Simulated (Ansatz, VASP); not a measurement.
## Nb (Nb wire along [110], 17 atoms a period) in two plane-wave programs

Wanted: the spread between two codes on one cell, functional and k mesh. Of the first pair: The structure shown is the start of the Ansatz relaxation below; VASP solves that cell, so the two are compared at the walk's first step.

Program: Ansatz 0.2.0. Level of theory: plane waves, with VASP 6.6.1 beside it; single point at PBE. Results are calculated unless marked as measured.

### Step 1. Starting point

The cell holds 17 atoms: 17 Nb. Cell: a = 13.420 Å, b = 16.162 Å, c = 4.681 Å, α = 90.0°, β = 90.0°, γ = 90.0°. Vacuum lies along a and b. The structure's axis is c.

### Step 2. Ansatz: relaxation, PBE

Ansatz runs on its PAW soft_1 files.

The two programs are compared at the cell with which this relaxation starts, whose forces are those of its first step.

Contents of input.yaml:

```yaml
crystal:
  lattice:
    - [13.42, 0.0, 0.0]
    - [0.0, 16.162, 0.0]
    - [0.0, 0.0, 4.6810468915]
  atoms:
    - { symbol: Nb, position: [0.253353204, 0.500002901, 0.0] }
    - { symbol: Nb, position: [0.376676602, 0.64481935, 0.0] }
    - { symbol: Nb, position: [0.5, 0.500002901, 0.0] }
    - { symbol: Nb, position: [0.5, 0.789635799, 0.0] }
    - { symbol: Nb, position: [0.623323398, 0.64481935, 0.0] }
    - { symbol: Nb, position: [0.746646796, 0.500002901, 0.0] }
    - { symbol: Nb, position: [0.253353204, 0.355186453, 0.5] }
    - { symbol: Nb, position: [0.253353204, 0.64481935, 0.5] }
    - { symbol: Nb, position: [0.376676602, 0.500002901, 0.5] }
    - { symbol: Nb, position: [0.5, 0.355186453, 0.5] }
    - { symbol: Nb, position: [0.5, 0.64481935, 0.5] }
    - { symbol: Nb, position: [0.623323398, 0.500002901, 0.5] }
    - { symbol: Nb, position: [0.746646796, 0.355186453, 0.5] }
    - { symbol: Nb, position: [0.746646796, 0.64481935, 0.5] }
    - { symbol: Nb, position: [0.376676602, 0.355186453, 0.0] }
    - { symbol: Nb, position: [0.5, 0.210370004, 0.0] }
    - { symbol: Nb, position: [0.623323398, 0.355186453, 0.0] }
kpoints:
  mp_grid: { grid: [1, 1, 18] }
scf:
  occupations: { method: fermi_dirac, width: 0.05 }
hamiltonian:
  xc: pbe
  pseudopotentials: { kind: paw, azcp: { folder: soft_1 } }
relax:
  cell: { fix: [a, b, alpha, beta, gamma] }
  max_steps: 45
  f_tol: 0.03
```

The run is started by

```console
$ ansatz run input.yaml --threads 4 --pin off --max-ram 16384MiB --backend cpu --events-out ev --progress --plain --runs-dir out
```

Numbers of over 12 decimals in the logs are rounded to 6 here.

Output:

```text
Engine: ansatz 0.2.0, aarch64-unknown-linux-gnu
Pseudopotentials: kind: paw
Pseudopotential: Nb, paw, valence charge 13, recommended cutoff 420 eV (normal), soft_1/Nb.paw.azcp
Functional definition: PBE
  parameter kappa = 0.804
  parameter beta = 0.066725
  exchange = pbe_x(kappa = kappa, mu = beta*pi^2/3)
  correlation = pbe_c(beta = beta)
Crystal: 17 atoms, lattice volume = 1015.291 Å³
Basis set: ecut = 420 eV, 19809 PW (Γ), exchange–correlation on 180×240×64 points (8 copies of the dense FFT grid, shifted against one another)
Bands: 133, of which v1, the nominal top of the filled ones, is band 111 counted from 1 (110 counted from 0)
Symmetry: 8 space group operations
Space group: Pmmm (ITA 47), of the structure as read, at distance tolerance 1.0e-4 Å
k-points: 10 of 18
Non-local potential: Nb, projectors of the file, l = 0: 3, l = 1: 2, l = 2: 2, l = 3: 1
PAW form: soft (Blöchl's): semilocal exchange-correlation on the pseudo side does not see the compensation charge
PAW one-centre angular grid: Nb, 590 points (default); XC on 64 Gauss nodes
Initial density: superposition of atomic densities (neutral atoms: chi_scale 0, normalization atom)
Initial wavefunctions: pseudopotential atomic-orbital guess
Functional: x = pbe(κ = 0.804, μ = 0.219515), c = pbe(β = 0.066725)
SCF iter   1: F=—  HF=-77391.125768 eV  |F-HF|=—  |Δ(HF+E_count)|=         —  Δρ=6.35e-2  dr2=3.10e2  ethr=3.10e-3  ⟨swp⟩=10.3  Hψ=6074  notcnv=0
preconditioner: auto → LDOS  [metal: Δε(μ)=0.017 eV  Ē_g=3.486 eV  σ=0.050 eV  W_gap=0.09  n_scr=180 (ndim 8)  ℏωp=10.7 eV  f_vac=0.496  D(μ)=18.62/eV (n_scr^D=108)  β→1.0]
SCF iter   2: F=—  HF=-77406.027725 eV  |F-HF|=—  |Δ(HF+E_count)|=    1.49e1  Δρ=1.19e-1  dr2=1.11e3  ethr=3.10e-3  ⟨swp⟩=11.6  Hψ=8547  notcnv=0  defer=20  recentre
SCF iter   3: F=—  HF=-77370.448227 eV  |F-HF|=—  |Δ(HF+E_count)|=    3.56e1  Δρ=3.85e-2  dr2=1.24e2  ethr=3.10e-3  ⟨swp⟩=7.5  Hψ=5848  notcnv=0  defer=5
SCF iter   4: F=—  HF=-77363.098762 eV  |F-HF|=—  |Δ(HF+E_count)|=    7.35e0  Δρ=1.07e-2  dr2=7.81e0  ethr=3.10e-3  ⟨swp⟩=6.2  Hψ=2668  notcnv=0  defer=11
SCF iter   5: F=—  HF=-77362.730237 eV  |F-HF|=—  |Δ(HF+E_count)|=   3.69e-1  Δρ=4.46e-3  dr2=9.36e-1  ethr=3.10e-3  ⟨swp⟩=3.9  Hψ=2113  notcnv=0  defer=7
SCF iter   6: F=—  HF=-77362.715433 eV  |F-HF|=—  |Δ(HF+E_count)|=   1.48e-2  Δρ=1.58e-3  dr2=1.08e-1  ethr=4.24e-4  ⟨swp⟩=5.1  Hψ=1815  notcnv=0  defer=4
SCF iter   7: F=—  HF=-77362.712102 eV  |F-HF|=—  |Δ(HF+E_count)|=   3.33e-3  Δρ=3.86e-4  dr2=2.68e-3  ethr=4.87e-5  ⟨swp⟩=2.7  Hψ=2004  notcnv=0  defer=1
SCF iter   8: F=—  HF=-77362.712772 eV  |F-HF|=—  |Δ(HF+E_count)|=   6.70e-4  Δρ=1.94e-4  dr2=1.58e-3  ethr=1.21e-6  ⟨swp⟩=2.5  Hψ=1847  notcnv=0  defer=1
SCF iter   9: F=—  HF=-77362.712741 eV  |F-HF|=—  |Δ(HF+E_count)|=   3.13e-5  Δρ=5.20e-5  dr2=6.51e-5  ethr=7.17e-7  ⟨swp⟩=2.9  Hψ=1926  notcnv=0  defer=1
SCF iter  10: F=—  HF=-77362.713268 eV  |F-HF|=—  |Δ(HF+E_count)|=   5.27e-4  Δρ=2.26e-5  dr2=1.57e-5  ethr=2.95e-8  ⟨swp⟩=3.2  Hψ=2108  notcnv=0  defer=1
SCF iter  11: F=—  HF=-77362.713270 eV  |F-HF|=—  |Δ(HF+E_count)|=   1.59e-6  Δρ=9.05e-6  dr2=3.52e-6  ethr=7.09e-9  ⟨swp⟩=2.0  Hψ=1782  notcnv=0
SCF iter  12: F=—  HF=-77362.713270 eV  |F-HF|=—  |Δ(HF+E_count)|=   5.75e-8  Δρ=3.13e-6  dr2=2.62e-7  ethr=1.59e-9  ⟨swp⟩=2.3  Hψ=1805  notcnv=0
SCF iter  13: F=-77362.713270 eV  HF=-77362.713270 eV  |F-HF|=3.28e-8  |Δ(HF+E_count)|=   7.05e-8  Δρ=1.53e-6  dr2=6.05e-8  ethr=4.52e-11  ⟨swp⟩=5.8  Hψ=4399  notcnv=0
SCF 1 converged in 13 iterations: F = -77362.713270 eV  dr2 = 6.05e-8
  greatest PAW one-centre occupation: 0.998 electrons in one spin orbital (limit 2), on the Nb atom at site 11 (counted from 0), in its partial waves of l = 0
relax step   1: F+E_penalty+E_count = -77362.71326965 eV  Δ(F+E_penalty+E_count) = +0.000e0 eV  max|allowed force component| = 3.590e0 eV/Å  Δτ_max = 0.0000 Å  P = -5.012 GPa  Ω = 1015.291 Å³  fix = [a, b, alpha, beta, gamma]  reactions: a -4.222, b -5.419 GPa  (13 SCF iters, dr2 threshold 1.00e-7 eV, accepted)
[...]
relax step   9: F+E_penalty+E_count = -77367.17795276 eV  Δ(F+E_penalty+E_count) = -1.821e-3 eV  max|allowed force component| = 3.246e-2 eV/Å  Δτ_max = 0.0085 Å  P = -0.013 GPa  Ω = 935.487 Å³  energy of the carried Pulay correction = +3.190e-3 eV  fix = [a, b, alpha, beta, gamma]  reactions: a -0.104, b +0.069 GPa  (7 SCF iters, dr2 threshold 2.78e-7 eV, accepted)
[...]
relax step  10: F+E_penalty+E_count = -77367.17894499 eV  Δ(F+E_penalty+E_count) = -9.922e-4 eV  max|allowed force component| = 1.914e-2 eV/Å  Δτ_max = 0.0095 Å  P = -0.037 GPa  Ω = 933.123 Å³  energy of the carried Pulay correction = +3.289e-3 eV  fix = [a, b, alpha, beta, gamma]  reactions: a -0.124, b +0.023 GPa  (7 SCF iters, dr2 threshold 6.58e-8 eV, accepted)
[...]
relax step  11: F+E_penalty+E_count = -77367.17632370 eV  Δ(F+E_penalty+E_count) = +2.621e-3 eV  max|allowed force component| = 1.909e-2 eV/Å  Δτ_max = 0.0000 Å  P = -0.038 GPa  Ω = 933.123 Å³  fix = [a, b, alpha, beta, gamma]  reactions: a -0.123, b +0.024 GPa  stress off target by 1.47e-2 GPa on what of the cell is left free  SCF on the basis re-selected at this cell (its energy is not comparable with the rows above)  (7 SCF iters)
basis re-selected at this cell: Δ(F+E_penalty+E_count) = +2.621e-3 eV, ΔP = -0.001 GPa vs the last step (what re-selecting the basis moved, of the pressure what is left beyond the Pulay correction that the steps carried, after the strain that the cell walked since its last selection, with what the two solves' SCF thresholds leave and, on support functions, any second-order correction that the steps lacked; it is no measure of the basis error at this ecutwfc). The dense FFT grid was sized anew with the basis: this SCF ran on 90×120×30 points, the steps before it on 90×120×32, so part of this shift can come from that change (see relax.cell in the input reference). [rest of the remark cut]
SCF converged after 7 iterations
Free energy (F): -77367.176324 eV
Harris-Foulkes:  -77367.176324 eV  (|F-HF|=4.37e-11)
Internal energy: -77366.940461 eV  (E = F + TS)
E sigma→0 (E₀):  -77367.058392 eV
Entropy (-TS):   -0.235863 eV (-13.874 meV/atom)
Fermi energy:    3.477395 eV
--- Per-component energies (eV) ---
  E_band       = -4312.752660
  E_kinetic    = 6335.254240
  E_local      = -100705.160663  (includes V_loc(G=0)·N_el)
  E_nonlocal   = 1641.272339
  E_hartree    = 46906.891959
  E_xc         = -2798.141977
  E_vxc        = -3384.829470  (∫ρ·V_xc dr)
  E_paw        = -52405.233834  (= ΣΔE_a)
  E_vpaw       = -2013.074158  (= ΣTr[D̂ρ^β])
  E_aug_tail   = 0.000734  (compensation charges beyond the density's cutoff)
  E_ewald      = 23658.176741
  E_smearing   = -0.235863  (= −TS)
  E_closure    = 0.000000  (closes the sum)
  Σ components = -77367.176324   (vs F -77367.176324, Δ=0.00e0)
--- Forces (eV/Å), atoms counted from 1 ---
  atom   1  Nb    -0.00337078     0.00000000     0.00000000
  atom   2  Nb    -0.00739553    -0.01908873     0.00000000
  atom   3  Nb     0.00000000     0.00000000     0.00000000
  atom   4  Nb     0.00000000     0.01697953     0.00000000
  atom   5  Nb     0.00739553    -0.01908873     0.00000000
  atom   6  Nb     0.00337078     0.00000000     0.00000000
  atom   7  Nb     0.00039059    -0.00688050     0.00000000
  atom   8  Nb     0.00039059     0.00688050     0.00000000
  atom   9  Nb     0.00317508     0.00000000     0.00000000
  atom  10  Nb     0.00000000    -0.01585664     0.00000000
  atom  11  Nb     0.00000000     0.01585664     0.00000000
  atom  12  Nb    -0.00317508     0.00000000     0.00000000
  atom  13  Nb    -0.00039059    -0.00688050     0.00000000
  atom  14  Nb    -0.00039059     0.00688050     0.00000000
  atom  15  Nb    -0.00739553     0.01908873     0.00000000
  atom  16  Nb     0.00000000    -0.01697953     0.00000000
  atom  17  Nb     0.00739553     0.01908873     0.00000000
  max |Σ_I F_I| component: 6.94e-18 eV/Å
--- Stress (GPa, compression-positive) ---
       -0.123313       0.000000       0.000000
        0.000000       0.023840       0.000000
        0.000000       0.000000      -0.014695
  P = ⅓ Tr σ = -0.0381 GPa (-0.381 kbar)
--- Relaxed structure (10 steps of the walk, 10 accepted, 1 SCFs on fresh bases) ---
  F+E_penalty+E_count = -77367.17632370 eV   max|allowed force component| = 1.909e-2 eV/Å   (the final SCF, on the basis selected at the relaxed cell)
  cell:  # Å, volume = 933.1228 Å³
    - [13.42, 0.0, 0.0]
    - [0.0, 16.162, 0.0]
    - [0.0, 0.0, 4.302206]
  atoms:
    - { symbol: Nb, position: [0.242725, 0.5, 0.0] }
    - { symbol: Nb, position: [0.367934, 0.645741, 0.0] }
    - { symbol: Nb, position: [0.5, 0.5, 0.0] }
    - { symbol: Nb, position: [0.5, 0.766504, 0.0] }
    - { symbol: Nb, position: [0.632066, 0.645741, 0.0] }
    - { symbol: Nb, position: [0.757275, 0.5, 0.0] }
    - { symbol: Nb, position: [0.246390, 0.383694, 0.5] }
    - { symbol: Nb, position: [0.246390, 0.616306, 0.5] }
    - { symbol: Nb, position: [0.382851, 0.5, 0.5] }
    - { symbol: Nb, position: [0.5, 0.346026, 0.5] }
    - { symbol: Nb, position: [0.5, 0.653974, 0.5] }
    - { symbol: Nb, position: [0.617149, 0.5, 0.5] }
    - { symbol: Nb, position: [0.753610, 0.383694, 0.5] }
    - { symbol: Nb, position: [0.753610, 0.616306, 0.5] }
    - { symbol: Nb, position: [0.367934, 0.354259, 0.0] }
    - { symbol: Nb, position: [0.5, 0.233496, 0.0] }
    - { symbol: Nb, position: [0.632066, 0.354259, 0.0] }
```

Reading the cycles: dr2 is the Hartree energy of the density residual (eV), the measure of convergence; HF is the Harris–Foulkes estimate of the energy, which meets the free energy F at convergence.

(Part 1 of 2 ends here.)

[Lines on the potential files, build, host, timing and source positions are cut from VASP's logs without a mark.]

[Logs are printed without paths, hosts, clocks, repeated set-up lines and the standing remarks that a program may print on its own settings, such as how far it seeks lower states.]

[Hosts, paths, dates, database ids (printed as entryN), source tags and the programs' standing remarks are cut or masked in the printed files.]
